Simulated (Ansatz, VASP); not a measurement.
# One calculation of BaTiH3, two programs

```xyz
5
Lattice="4.1239 0.0000 0.0000 0.0000 4.1239 0.0000 0.0000 0.0000 4.1239" Properties=species:S:1:pos:R:3 pbc="T T T"
Ba    2.0619    2.0619    2.0619
Ti    0.0000    0.0000    0.0000
H     2.0619    0.0000    0.0000
H     0.0000    2.0619    0.0000
H     0.0000    0.0000    2.0619
```

Alike in both runs: functional PBE; k mesh 10 × 10 × 10; occupations gaussian, width 0.1 eV; no spin polarisation; Hubbard terms Ti d U = 4.0 eV.

Ansatz relaxed the structure, and its values are those at the end. VASP's run is a single point on that final structure, the one shown.

|  | VASP | Ansatz |
| --- | --- | --- |
| version | VASP 6.6.1 | Ansatz 0.2.0 |
| potentials or method | VASP PAW PBE potentials, release 64 (Ba_sv, Ti_sv, H) | scalar-relativistic, plane waves, PAW |
| plane-wave cutoff (eV) | 520 | 420 |
| valence electrons in the cell | 25 | 25 |

|  | VASP | Ansatz | Ansatz less VASP |
| --- | --- | --- | --- |
| gap on the k mesh at the Fermi level (eV) | none | none | - |
| pressure (GPa) | 0.1 | 0.0 | -0.14 |

The programs project onto different local orbitals, so the same U acts differently. A gap of «none» marks a metal or a gap that the smearing closes. Ansatz warned: «filled_band_counts_differ_across_k_points».

Caveats: U without spin polarisation on a metal has little footing; the U is typed as a test and isn't derived for this compound. The runs have no spin-orbit coupling, so splittings on Ba are missing.
